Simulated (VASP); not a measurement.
Input:

```xyz
5
Lattice="4.0184 0.0000 0.0000 0.0000 4.0184 0.0000 0.0000 0.0000 4.0184" Properties=species:S:1:pos:R:3 pbc="T T T"
Ba     0.0000     0.0000     0.0000
Ti     2.0092     2.0092     2.0092
O      2.0092     0.0000     2.0092
O      0.0000     2.0092     2.0092
O      2.0092     2.0092     0.0000
```

Computed with revPBE GGA, VASP's PBE PAW potentials (set 64) (plane waves; VASP 6.6.1). Settings: 520 eV cut-off, 6×6×6 Γ-centred mesh, Gaussian smearing of 0.050 eV, potentials Ba_sv Ti_sv O.

Question: Give the stress tensor in GPa (positive for a compressed cell).

Answer: 
```
4.91  0.00  0.00
0.00  4.91  0.00
0.00  0.00  4.91
```
The pressure is its mean diagonal, 4.91 GPa.

The compound is BaTiO3 in the cubic perovskite structure, the ideal cubic form; the compound distorts at low or room temperature. This cell is one point of a volume scan, at 0.97 of the reference volume.
